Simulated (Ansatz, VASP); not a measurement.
**YNiI: VASP beside Ansatz**

Wanted: the spread between two codes on one cell, functional and k mesh. The cell is invented: other elements were put on sites of a known structure type. It may not be a known or stable phase. The cell is a member of a volume series, scaled by 0.94 from a relaxed one, so a pressure remains.

Main program and level: Ansatz 0.2.0; plane waves, with VASP 6.6.1 beside it; single point at PBEsol.

### Step 1. The starting structure

It takes space group P-6m2 (No. 187, hexagonal). The conventional cell has a = 4.185 Å, b = 4.185 Å, c = 3.767 Å, α = 90.00°, β = 90.00°, γ = 120.00°. Nearest to Y lie 6 I at 3.06 Å and 6 Ni at 3.06 Å. Nearest to Ni lie 3 I at 2.42 Å. Nearest to I lie 3 Ni at 2.42 Å and 6 Y at 3.06 Å. Farther neighbours and most contacts between anions are not listed.

### Step 2. Ansatz: single point, PBEsol, volume scaled by 0.94

Ansatz runs on its default PAW (the set named soft_2) files.

With cell and atoms fixed, the geometry can't cause a difference; cores, projectors, grids and the points listed under the comparison can.

Input file input.yaml:

```yaml
crystal:
  lattice:
    - [4.1854607984, 0.0, 0.0]
    - [-2.0927303993, 3.6247153799, 0.0]
    - [0.0, 0.0, 3.7670069593]
  atoms:
    - { symbol: "Y", position: [0.0, 0.0, 0.0] }
    - { symbol: Ni, position: [0.33333333, 0.66666667, 0.5], spin: 1.0 }
    - { symbol: I, position: [0.66666667, 0.33333333, 0.5] }
hamiltonian:
  xc: pbesol
  pseudopotentials: { kind: paw }
magnetization:
  spin_polarized: true
kpoints:
  mp_grid: { grid: [6, 6, 6] }
scf:
  occupations: { method: gaussian, width: 0.05 }
  n_extra_bands: 4
output:
  forces: true
  stress: true
  eigenvalues: true
```

Run with:

```bash
$ ansatz run input.yaml --threads 2 --pin off --max-ram 4608MiB --backend cpu --events-out ev --progress --plain --runs-dir out
```

Numbers of over 12 decimals in the logs are rounded to 6 here.

Output:

```text
Warning: the band count 27 (scf.n_extra_bands) hosts the net moment |M| = 1.0000 μB (N_el = 46) but caps the reachable moment at 2·n_bands − N_el = 8.0000 μB, below the 29 bands that the automatic rule leaves for it — a moment growing past the seed, or the majority channel's smearing tail, pins there with fewer empty majority states than that count leaves; raise or omit scf.n_extra_bands unless the cap is intended
scf.n_extra_bands = 4 over 23 filled bands (N_el = 46.0): the run solves 27 bands
Engine: ansatz 0.2.0, aarch64-unknown-linux-gnu
Pseudopotentials: kind: paw
Pseudopotential: Y, paw, valence charge 11, recommended cutoff 420 eV (normal), Y.paw.azcp
Pseudopotential: Ni, paw, valence charge 18, recommended cutoff 420 eV (normal), Ni.paw.azcp
Pseudopotential: I, paw, valence charge 17, recommended cutoff 420 eV (normal), I.paw.azcp
Functional definition: PBEsol
  exchange = pbesol_x
  correlation = pbesol_c
Crystal: 3 atoms, lattice volume = 57.150 Å³
Basis set: ecut = 420 eV, 1135 PW (Γ), exchange–correlation on 60×60×54 points (8 copies of the dense FFT grid, shifted against one another)
Bands: 27, of which v1, the nominal top of the filled ones, is band 23 counted from 1 (22 counted from 0)
Symmetry: 12 space group operations
Space group: P-6m2 (ITA 187), of the structure as read, at distance tolerance 3.9e-5 Å
Magnetic group: BNS 187.209 (UNI 1439), of the structure as read, at distance tolerance 3.9e-5 Å
k-points: 28 of 216 (time reversal used)
Non-local potential: Y, projectors of the file, l = 0: 3, l = 1: 2, l = 2: 2, l = 3: 1
Non-local potential: Ni, projectors of the file, l = 0: 3, l = 1: 2, l = 2: 3, l = 3: 1
Non-local potential: I, projectors of the file, l = 0: 2, l = 1: 2, l = 2: 2, l = 3: 2
PAW form: soft (Blöchl's): semilocal exchange-correlation on the pseudo side does not see the compensation charge
PAW frozen core: Y, regenerated for the run's functional, and the local potential with it (the file was generated under x = pbe(κ = 0.804, μ = 0.219515), c = pbe(β = 0.066725))
PAW frozen core: Ni, regenerated for the run's functional, and the local potential with it (the file was generated under x = pbe(κ = 0.804, μ = 0.219515), c = pbe(β = 0.066725))
PAW frozen core: I, regenerated for the run's functional, and the local potential with it (the file was generated under x = pbe(κ = 0.804, μ = 0.219515), c = pbe(β = 0.066725))
PAW one-centre angular grid: Y, 590 points (default); XC on 64 Gauss nodes
PAW one-centre angular grid: Ni, 590 points (default); XC on 64 Gauss nodes
PAW one-centre angular grid: I, 590 points (default); XC on 64 Gauss nodes
Initial density: superposition of atomic densities (chi_scale 0.1, normalization cell, long waves kept (reshape's long-wave potential 0.00 eV rms))
Starting moments: Σ|m| = 1 μB on 1 of 3 sites
Initial wavefunctions: pseudopotential atomic-orbital guess
Functional: x = pbesol(κ = 0.804, μ = 0.123457), c = pbesol(β = 0.046)
SCF iter   1: F=—  HF=-17033.850602 eV  |F-HF|=—  |Δ(HF+E_count)|=         —  Δρ=1.11e-1 (↑4.34e-2 ↓1.11e-1)  dr2=1.46e1  dr2_m=1.65e0  M=0.009 μB ∫|m|=0.164 μB  β_m=0.30  ethr=3.10e-3  ⟨swp⟩=5.9  Hψ=5976  notcnv=0
Mixer restart at iter 1: flushing history
preconditioner: auto → Resta (q_TF=auto, 2.631 Å⁻¹)  ε∞=6.5  [insulator: Δε(μ)=0.072 eV  Ē_g=10.723 eV  σ=0.050 eV  W_gap=0.68  n_scr=20 (ndim 8)  ℏωp=25.0 eV  f_vac=0.000  D(μ)=0.20/eV (n_scr^D=0)  ε∞_Penn≈6.5]
spin=Collinear: Resta preconditioning applied to the charge; magnetization (m = ρ↑ − ρ↓) channel mixes plain (no charge-response kernel on spin).
SCF iter   2: F=—  HF=-17033.813495 eV  |F-HF|=—  |Δ(HF+E_count)|=   3.71e-2  Δρ=5.21e-2 (↑4.68e-2 ↓5.21e-2)  dr2=4.96e0  dr2_m=8.36e-1  M=0.008 μB ∫|m|=0.150 μB  β_m=0.46  ethr=3.10e-3  ⟨swp⟩=3.0  Hψ=3651  notcnv=0
SCF iter   3: F=—  HF=-17033.219476 eV  |F-HF|=—  |Δ(HF+E_count)|=   5.94e-1  Δρ=6.43e-2 (↑3.05e-2 ↓6.43e-2)  dr2=4.54e0  dr2_m=1.58e-1  M=0.004 μB ∫|m|=0.063 μB  β_m=0.39  ethr=3.10e-3  ⟨swp⟩=3.8  Hψ=3650  notcnv=0
SCF iter   4: F=—  HF=-17033.366513 eV  |F-HF|=—  |Δ(HF+E_count)|=   1.47e-1  Δρ=7.32e-3 (↑7.26e-3 ↓7.32e-3)  dr2=1.35e-1  dr2_m=1.25e-2  M=0.001 μB ∫|m|=0.036 μB  β_m=0.63  ethr=3.10e-3  ⟨swp⟩=3.2  Hψ=3218  notcnv=0
SCF iter   5: F=—  HF=-17033.335030 eV  |F-HF|=—  |Δ(HF+E_count)|=   3.15e-2  Δρ=1.48e-3 (↑1.48e-3 ↓1.46e-3)  dr2=7.24e-3  dr2_m=1.91e-5  M=-0.001 μB ∫|m|=0.005 μB  β_m=0.80  ethr=2.93e-4  ⟨swp⟩=2.8  Hψ=3307  notcnv=0
SCF iter   6: F=—  HF=-17033.338407 eV  |F-HF|=—  |Δ(HF+E_count)|=   3.38e-3  Δρ=3.09e-3 (↑3.09e-3 ↓2.65e-3)  dr2=1.32e-2  dr2_m=2.55e-5  M=0.000 μB ∫|m|=0.003 μB  β_m=0.80  ethr=1.57e-5  ⟨swp⟩=2.1  Hψ=2247  notcnv=0
SCF iter   7: F=—  HF=-17033.338278 eV  |F-HF|=—  |Δ(HF+E_count)|=   1.29e-4  Δρ=4.09e-4 (↑4.09e-4 ↓2.90e-4)  dr2=2.91e-4  dr2_m=2.30e-6  M=0.000 μB ∫|m|=0.001 μB  β_m=0.79  ethr=1.57e-5  ⟨swp⟩=2.0  Hψ=2056  notcnv=0
SCF iter   8: F=—  HF=-17033.338262 eV  |F-HF|=—  |Δ(HF+E_count)|=   1.66e-5  Δρ=2.34e-4 (↑1.95e-4 ↓2.34e-4)  dr2=7.37e-5  dr2_m=2.21e-7  M=-0.000 μB ∫|m|=0.000 μB  β_m=0.90  ethr=6.32e-7  ⟨swp⟩=2.0  Hψ=1910  notcnv=0
SCF iter   9: F=—  HF=-17033.338256 eV  |F-HF|=—  |Δ(HF+E_count)|=   5.88e-6  Δρ=4.09e-5 (↑4.09e-5 ↓4.03e-5)  dr2=3.67e-6  dr2_m=1.43e-9  M=-0.000 μB ∫|m|=0.000 μB  β_m=0.84  ethr=1.60e-7  ⟨swp⟩=2.0  Hψ=1857  notcnv=0
SCF iter  10: F=—  HF=-17033.338256 eV  |F-HF|=—  |Δ(HF+E_count)|=   4.19e-7  Δρ=4.05e-5 (↑3.76e-5 ↓4.05e-5)  dr2=3.02e-6  dr2_m=1.38e-9  M=-0.000 μB ∫|m|=0.000 μB  β_m=0.92  ethr=7.97e-9  ⟨swp⟩=1.1  Hψ=1531  notcnv=0
SCF iter  11: F=—  HF=-17033.338256 eV  |F-HF|=—  |Δ(HF+E_count)|=   1.10e-7  Δρ=1.52e-6 (↑1.52e-6 ↓1.39e-6)  dr2=2.47e-9  dr2_m=7.75e-11  M=-0.000 μB ∫|m|=0.000 μB  β_m=0.86  ethr=6.57e-9  ⟨swp⟩=2.0  Hψ=1844  notcnv=0
SCF iter  12: F=-17033.338256 eV  HF=-17033.338256 eV  |F-HF|=4.30e-9  |Δ(HF+E_count)|=  5.82e-11  Δρ=1.78e-6 (↑1.78e-6 ↓1.41e-6)  dr2=4.24e-9  dr2_m=2.02e-11  M=-0.000 μB ∫|m|=0.000 μB  ethr=5.37e-12  ⟨swp⟩=2.8  Hψ=5854  notcnv=0
SCF 1 converged in 12 iterations: F = -17033.338256 eV  dr2 = 4.24e-9
  greatest PAW one-centre occupation: 1.002 electrons in one spin orbital (limit 2), on the Ni atom at site 1 (counted from 0), in its partial waves of l = 1
WARN: the starting moments were not kept: the SCF closed with an absolute magnetisation of 2.7e-6 μB, where they sum to 1 μB in size (1 site). That is at most 0.1 of that sum. Measured as dr2_m measures the in/out step, that magnetisation stands 8.3e-12 eV from none, at or under the dr2_threshold of 1.0e-7 eV: it is no larger than a step whose dr2_m would equal this threshold. The system may hold no moment; this SCF  [...]
SCF converged after 12 iterations
Magnetization: -0.0000 μB (23.0000 up, 23.0000 down)
Absolute magnetization: 0.0000 μB (∫|ρ↑−ρ↓|, with the PAW one-centre terms)
Spin contamination: 0.0000 ħ² per cell (⟨S²⟩ above its minimum at these occupations)
Per-site moments (μB) at R_I (Å): [(9.405874374451101e-8, 1.263823), (-1.3902460048111658e-6, 0.996797), (4.839184613024911e-8, 0.996797)]
Free energy (F): -17033.338256 eV
Harris-Foulkes:  -17033.338256 eV  (|F-HF|=4.30e-9)
Internal energy: -17033.337606 eV  (E = F + TS)
E sigma→0 (E₀):  -17033.337931 eV
Entropy (-TS):   -0.000650 eV (-0.217 meV/atom)
Fermi energy:    16.443791 eV
--- Per-component energies (eV) ---
  E_band       = -644.488510
  E_kinetic    = 790.972835
  E_local      = -6452.389864  (includes V_loc(G=0)·N_el)
  E_nonlocal   = 607.709888
  E_hartree    = 2930.752160
  E_xc         = -387.622046
  E_vxc        = -441.850479  (∫ρ·V_xc dr)
  E_paw        = -9113.699695  (= ΣΔE_a)
  E_vpaw       = -1010.430918  (= ΣTr[D̂ρ^β])
  E_aug_tail   = 0.000516  (compensation charges beyond the density's cutoff)
  E_ewald      = -5409.819603
  E_core_change = 0.758204  (= ΣΔE_core)
  E_smearing   = -0.000650  (= −TS)
  E_closure    = -0.000000  (closes the sum)
  Σ components = -17033.338256   (vs F -17033.338256, Δ=0.00e0)
--- Forces (eV/Å), atoms counted from 1 ---
  atom   1  Y      0.00000000     0.00000000     0.00000000
  atom   2  Ni    -0.00000000     0.00000000     0.00000000
  atom   3  I      0.00000000     0.00000000     0.00000000
  max |Σ_I F_I| component: 1.02e-16 eV/Å
--- Stress (GPa, compression-positive) ---
        6.778874      -0.000000      -0.000000
       -0.000000       6.778874       0.000000
       -0.000000       0.000000       6.080006
  P = ⅓ Tr σ = 6.5459 GPa (65.459 kbar)
--- Band table (eV; the first three rows and the last of 56) ---
  k-point 0 ↑: bands = [... 19 lower, 13.9181, 14.4690, 14.6028, 14.6028, 16.4746, 18.4501, 18.4501, 18.4686]
  k-point 1 ↑: bands = [... 19 lower, 13.8085, 14.6994, 14.6994, 14.9218, 16.9407, 17.1194, 17.1194, 19.5127]
  k-point 2 ↑: bands = [... 19 lower, 14.3009, 15.0213, 15.0213, 16.0938, 16.4817, 16.4817, 17.8867, 18.1338]
  k-point 27 ↓: bands = [... 19 lower, 13.6209, 14.3259, 14.5644, 15.0177, 18.3269, 18.4944, 19.6846, 19.8770]
```

Elapsed: 12 s, on 2 threads of Arm Neoverse N1, shared host; peak memory 0.42 GiB; 24 s of CPU time.

The run ends at a pressure of 6.55 GPa.

### Step 3. VASP: single point, PBEsol, volume scaled by 0.94

The same cell, functional, mesh and smearing now go to VASP, with its own data sets and cutoff.

Lines of VASP's logs that name or quote its potential files are left out, and so is its time.

Input file INCAR:

```
SYSTEM = YNiI
PREC = Accurate
ENCUT = 400
EDIFF = 1E-06
NELM = 100
ISMEAR = 0
SIGMA = 0.05
LREAL = .FALSE.
ALGO = Normal
GGA = PS
ISPIN = 2
MAGMOM = 0 1 0
LMAXMIX = 4
LORBIT = 11
LWAVE = .FALSE.
LCHARG = .FALSE.
ISIF = 2
```

Input file POSCAR:

```
YNiI
1.0
    4.1854607984      0.0000000000      0.0000000000
   -2.0927303993      3.6247153799      0.0000000000
    0.0000000000      0.0000000000      3.7670069593
Y Ni I
1 1 1
Direct
    0.0000000000      0.0000000000      0.0000000000
    0.3333333300      0.6666666700      0.5000000000
    0.6666666700      0.3333333300      0.5000000000
```

Input file KPOINTS:

```
Automatic mesh
0
Gamma
6 6 6
0 0 0
```

The projector-augmented-wave data sets are Y_sv, Ni and I (PBE family, release 64).

Run with:

```bash
$ mpirun -np 1 vasp_std
```

Output:

```text
[banner, memory and clock lines left out]
running    1 mpi-ranks, on    1 nodes
 distrk:  each k-point on    1 cores,    1 groups
 distr:  one band on    1 cores,    1 groups

 POSCAR found type information on POSCAR Y NiI
 POSCAR found :  3 types and       3 ions
|                                                                             |
|               ----> ADVICE to this user running VASP <----                  |
|                                                                             |
|     You enforced a specific xc type in the INCAR file but a different       |
|     [... a line on the potential file left out ...]
|     I HOPE YOU KNOW WHAT YOU ARE DOING!                                     |
|                                                                             |

 LDA part: xc-table for (Slater+PW92), standard interpolation
 POSCAR, INCAR and KPOINTS ok, starting setup
 FFT: planning ... GRIDC
 FFT: planning ... GRID_SOFT
 FFT: planning ... GRID
 WAVECAR not read
 entering main loop
       N       E                     dE             d eps       ncg     rms          rms(c)
DAV:   1     0.148054934735E+03    0.14805E+03   -0.11312E+04  2128   0.126E+03
DAV:   2    -0.688896499426E+01   -0.15494E+03   -0.15091E+03  2170   0.301E+02
DAV:   3    -0.161108839510E+02   -0.92219E+01   -0.90358E+01  2803   0.728E+01
DAV:   4    -0.164563216180E+02   -0.34544E+00   -0.34393E+00  3082   0.122E+01
DAV:   5    -0.164641475056E+02   -0.78259E-02   -0.78168E-02  2820   0.183E+00    0.322E+01
DAV:   6    -0.172304612047E+02   -0.76631E+00   -0.19922E+01  2562   0.523E+01    0.183E+01
DAV:   7    -0.165613312482E+02    0.66913E+00   -0.21728E+01  2656   0.654E+01    0.180E+01
DAV:   8    -0.157924338278E+02    0.76890E+00   -0.10002E+01  2788   0.328E+01    0.387E+00
DAV:   9    -0.157453790544E+02    0.47055E-01   -0.35599E-01  3104   0.668E+00    0.182E+00
DAV:  10    -0.157410718956E+02    0.43072E-02   -0.34811E-02  3306   0.146E+00    0.130E+00
DAV:  11    -0.157401935158E+02    0.87838E-03   -0.56731E-03  2594   0.496E-01    0.208E-01
DAV:  12    -0.157400796429E+02    0.11387E-03   -0.95614E-04  2846   0.358E-01    0.109E-01
DAV:  13    -0.157400298756E+02    0.49767E-04   -0.19333E-04  2960   0.728E-02    0.523E-02
DAV:  14    -0.157400255535E+02    0.43221E-05   -0.33214E-05  3382   0.547E-02    0.180E-02
DAV:  15    -0.157400246629E+02    0.89060E-06   -0.28089E-06  2012   0.158E-02
   1 F= -.15740025E+02 E0= -.15739707E+02  d E =-.634767E-03  mag=     0.0000
```

OUTCAR, selected parts (step 3):

```text
ion  position               nearest neighbor table
   1  0.000  0.000  0.000-   2 3.06   3 3.06   2 3.06   3 3.06   3 3.06   3 3.06   2 3.06   2 3.06
                             3 3.06   3 3.06   2 3.06   2 3.06
   2  0.333  0.667  0.500-   3 2.42   3 2.42   3 2.42   1 3.06   1 3.06   1 3.06   1 3.06   1 3.06
                             1 3.06
   3  0.667  0.333  0.500-   2 2.42   2 2.42   2 2.42   1 3.06   1 3.06   1 3.06   1 3.06   1 3.06
                             1 3.06

  LATTYP: Found a hexagonal cell.
 ALAT       =     4.1854607984
 C/A-ratio  =     0.9000220384

 Subroutine GETGRP returns: Found 12 space group operations
 (whereof 12 operations were pure point group operations)

The static configuration has the point symmetry D_3h.

 Found     28 irreducible k-points:

   k-points           NKPTS =     28   k-points in BZ     NKDIM =     28   number of bands    NBANDS=     19

   dimension x,y,z NGX =    28 NGY =   28 NGZ =   28
   dimension x,y,z NGXF=    56 NGYF=   56 NGZF=   56

   ENCUT  =  400.0 eV  29.40 Ry    5.42 a.u.   6.83  6.83  6.14*2*pi/ulx,y,z

   NELECT =      28.0000    total number of electrons

 k-points in reciprocal lattice and weights: Automatic mesh
   0.00000000  0.00000000  0.00000000       0.005
   0.16666667  0.00000000  0.00000000       0.028
   0.33333333 -0.00000000  0.00000000       0.028
   0.50000000 -0.00000000  0.00000000       0.014
   0.16666667  0.16666667  0.00000000       0.028
   0.33333333  0.16666667  0.00000000       0.056
   0.33333333  0.33333333  0.00000000       0.009
   0.00000000  0.00000000  0.16666667       0.009
   0.16666667  0.00000000  0.16666667       0.056
[...]
0.33333333  0.16666667  0.50000000       0.056
   0.33333333  0.33333333  0.50000000       0.009

 average (electrostatic) potential at core
       1 -31.4520       2 -82.2236       3 -89.5368

 E-fermi :   9.4329

 spin component 1
 k-point     1 :       0.0000    0.0000    0.0000
  band No.  band energies     occupation
    ...
     10       6.9146      1.00000
     11       6.9146      1.00000
     12       7.4778      1.00000
     13       7.5939      1.00000
     14       7.5939      1.00000
     15       9.4689      0.15429
     16      11.4389      0.00000
     17      11.4389      0.00000
     18      11.4550      0.00000
     19      11.4550      0.00000

 k-point     2 :       0.1667    0.0000    0.0000
  band No.  band energies     occupation
    ...
     10       6.8632      1.00000
     11       7.0182      1.00000
     12       7.0389      1.00000
     13       7.4242      1.00000
     14       8.2010      1.00000
     15       9.8962      0.00000
     16      10.7178      0.00000
     17      11.2199      0.00000
     18      11.4552      0.00000
     19      11.8516      0.00000

 k-point     3 :       0.3333   -0.0000    0.0000
  band No.  band energies     occupation
    ...
     10       6.6175      1.00000
     11       6.7642      1.00000
     12       7.0176      1.00000
     13       7.3844      1.00000
     14       8.3281      1.00000
     15      10.5347      0.00000
     16      11.3606      0.00000
     17      11.4846      0.00000
     18      11.5472      0.00000
     19      11.8651      0.00000

 k-point     4 :       0.5000   -0.0000    0.0000
  band No.  band energies     occupation
    ...
     10       6.6652      1.00000
     11       6.7166      1.00000
     12       6.7925      1.00000
     13       7.6587      1.00000
     14       8.3219      1.00000
     15      11.3412      0.00000
     16      11.4392      0.00000
     17      11.4979      0.00000
     18      11.5840      0.00000
     19      11.6241      0.00000

 k-point     5 :       0.1667    0.1667    0.0000
  band No.  band energies     occupation
    ...
     10       6.6128      1.00000
     11       6.8659      1.00000
     12       7.0719      1.00000
     13       7.2211      1.00000
     14       8.7876      1.00000
     15       9.8890      0.00000
     16      11.0462      0.00000
     17      11.0670      0.00000
     18      11.6448      0.00000
     19      12.5681      0.00000

 k-point     6 :       0.3333    0.1667    0.0000
  band No.  band energies     occupation
    ...
     10       6.5931      1.00000
     11       6.8330      1.00000
     12       6.8575      1.00000
     13       7.6391      1.00000
     14       8.9028      1.00000
     15      10.1909      0.00000
     16      10.3043      0.00000
     17      11.4650      0.00000
     18      12.5653      0.00000
     19      12.9702      0.00000

  Total        2.3510140      2.3510140      2.1116502     -0.0000000     -0.0000000     -0.0000000
  in kB       65.9101340     65.9101341     59.1996250     -0.0000000     -0.0000000     -0.0000000
  external PRESSURE =      63.6732977 kB  Pullay stress =       0.0000000 kB

  energy-cutoff  :      400.00
  volume of cell :       57.15
      direct lattice vectors                 reciprocal lattice vectors
     4.185460798  0.000000000  0.000000000     0.238922319  0.137941865  0.000000000
    -2.092730399  3.624715380  0.000000000     0.000000000  0.275883730  0.000000000
     0.000000000  0.000000000  3.767006959     0.000000000  0.000000000  0.265462743

 POSITION                                       TOTAL-FORCE (eV/Angst)
 -----------------------------------------------------------------------------------
      0.00000      0.00000      0.00000         0.000000     -0.000000      0.000000
     -0.00000      2.41648      1.88350        -0.000000     -0.000000      0.000000
      2.09273      1.20824      1.88350        -0.000000      0.000000      0.000000
 -----------------------------------------------------------------------------------
    total drift:                               -0.000006      0.000003      0.000000

  FREE ENERGIE OF THE ION-ELECTRON SYSTEM (eV)
  ---------------------------------------------------
  free  energy   TOTEN  =       -15.7400246629 eV

  energy  without entropy=      -15.7393898956  energy(sigma->0) =      -15.73970728

 total charge
# of ion       s       p       d       f       tot
--------------------------------------------------
    1        2.174   6.300   1.207   0.050   9.732
    2        0.438   0.507   8.570   0.000   9.514
    3        1.480   2.707   0.232   0.000   4.419
--------------------------------------------------
tot          4.092   9.513  10.009   0.050  23.664

 magnetization (x)
# of ion       s       p       d       f       tot
--------------------------------------------------
    1        0.000   0.000   0.000   0.000   0.000
    2       -0.000  -0.000  -0.000   0.000  -0.000
    3       -0.000  -0.000   0.000   0.000  -0.000
--------------------------------------------------
tot         -0.000  -0.000   0.000   0.000   0.000

[... 6 further parts left out ...]
```

The moments of VASP's start collapse, so its state is non-magnetic. LASPH is off, so gradient terms of the non-spherical density inside the spheres are left out; for open d or f shells this can shift gaps and moments.

### Step 4. Side by side

Known differences besides the potentials themselves: the data sets hold 46 valence electrons in Ansatz (default PAW (the set named soft_2) files) and 28 in VASP; the cutoff is 420 eV in Ansatz and 400 eV in VASP; Ansatz makes its cores anew for this functional, VASP keeps those of its PBE data sets; VASP leaves aspherical gradient terms in its spheres out (LASPH is not set), Ansatz keeps them. Total energies have different zeros and are not compared.

Both answers:

| quantity | Ansatz | VASP | difference |
| --- | --- | --- | --- |
| pressure (GPa) | 6.55 | 6.37 | +0.18 |

(Part 1 of 2 ends here.)

[Lines on the potential files, build, host, timing and source positions are cut from VASP's logs without a mark.]

[Logs are printed without paths, hosts, clocks, repeated set-up lines and the standing remarks that a program may print on its own settings, such as how far it seeks lower states.]

[Hosts, paths, dates, database ids (printed as entryN), source tags and the programs' standing remarks are cut or masked in the printed files.]
